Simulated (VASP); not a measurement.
# ZrZn: single point with LDA

Crystal: ZrZn.

```
Zr Zn
1.0
     3.33600    0.00000    0.00000
     0.00000    3.33600    0.00000
     0.00000    0.00000    3.33600
Zr Zn
1 1
Direct
  0.50000 0.50000 0.50000
  0.00000 0.00000 0.00000
```

| Property | Result |
| --- | --- |
| Program | VASP 6.6.1 |
| Task | single point |
| Functional | LDA |
| Potentials or basis | VASP PAW LDA potentials, release 64 (Zr_sv, Zn) |
| Cutoff | 520 eV |
| k mesh | 6 × 6 × 6 |
| Occupations | gaussian, width 0.1 eV |
| Spin | no spin polarisation |
| Dipole correction | no |
| Further INCAR settings | ALGO = Normal; EDIFF = 1e-06; NBANDS = 19 |

```json
{
 "Pressure": "-7.4 GPa",
 "Band gap on the k mesh": "none (metal or under the smearing width)"
}
```

Levels at points of the mesh, in eV from the Fermi level:
| k point | band 10 | band 11 | band 12 | band 13 | band 14 | band 15 |
| --- | --- | --- | --- | --- | --- | --- |
| (0.00, 0.00, 0.00) | -7.09 | -0.91 | -0.91 | 3.38 | 3.38 | 3.38 |
| (0.50, 0.00, 0.00) | -4.29 | -4.06 | -0.62 | 0.64 | 0.64 | 3.44 |
| (0.50, 0.50, 0.00) | -4.42 | -0.45 | -0.26 | -0.26 | 2.00 | 2.00 |
| (0.50, 0.50, 0.50) | -2.72 | -2.72 | -2.72 | 0.23 | 4.86 | 4.86 |

Wall time 8.6 s on 1 thread of AMD EPYC 9R14 (Zen 4), on a shared host, peak memory 0.11 GiB.
